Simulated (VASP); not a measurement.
A convergence study with VASP on IrO₂ (rutile): one setting is varied, all else stays as given below, so the limit is that of these other settings. Each run relaxes cell and ions from the cell shown. The basis is that of the starting cell, so low cut-offs carry a Pulay error.

```
CELL_PARAMETERS angstrom
      4.50000     0.00000     0.00000
      0.00000     4.50000     0.00000
      0.00000     0.00000     3.15000
ATOMIC_POSITIONS crystal
  Ir 0.00000 0.00000 0.00000
  Ir 0.50000 0.50000 0.50000
  O  0.30800 0.30800 0.00000
  O  0.80800 0.19200 0.50000
  O  0.19200 0.80800 0.50000
  O  0.69200 0.69200 0.00000
```

The numbers are results of PBEsol GGA, VASP's PBE PAW potentials (set 64) (plane waves; VASP), not measurements. The tightest run used: 800 eV cut-off, 6×6×8 Γ-centred mesh, first-order Methfessel-Paxton smearing of 0.10 eV, potentials Ir O.

Task: The settings run are ENCUT = 250; ENCUT = 300; ENCUT = 350; ENCUT = 400; ENCUT = 450; ENCUT = 500; ENCUT = 550; ENCUT = 600; ENCUT = 650; ENCUT = 700; ENCUT = 750; ENCUT = 800. From which on does the relaxed volume stay within 0.1 Å³/atom of the tightest run?

Result: From ENCUT = 450 on: it is off by 0.050 there and by no more than 0.1 in any finer run, while ENCUT = 400 is off by 0.193.
```
setting      relaxed volume (Å³/atom)  E (eV/atom)  plane waves  difference judged (Å³/atom)
-----------  ------------------------  -----------  -----------  ---------------------------
ENCUT = 250                     8.933      -8.4088          600                        1.674
ENCUT = 300                     9.617      -7.8445          776                        0.990
ENCUT = 350                    10.109      -7.6495          968                        0.498
ENCUT = 400                    10.414      -7.6077         1178                        0.193
ENCUT = 450                    10.557      -7.5954         1403                        0.050
ENCUT = 500                    10.603      -7.5931         1644                        0.004
ENCUT = 550                    10.607      -7.5935         1896                        0.000
ENCUT = 600                    10.601      -7.5946         2156                        0.006
ENCUT = 650                    10.597      -7.5956         2425                        0.010
ENCUT = 700                    10.599      -7.5964         2713                        0.008
ENCUT = 750                    10.603      -7.5966         3000                        0.004
ENCUT = 800                    10.607      -7.5968         3308                        0.000
```

Left out are rungs that failed or repeat a setting and relaxations that didn't move; long series are thinned to 24 rows.

The compound is IrO2 in the rutile structure.
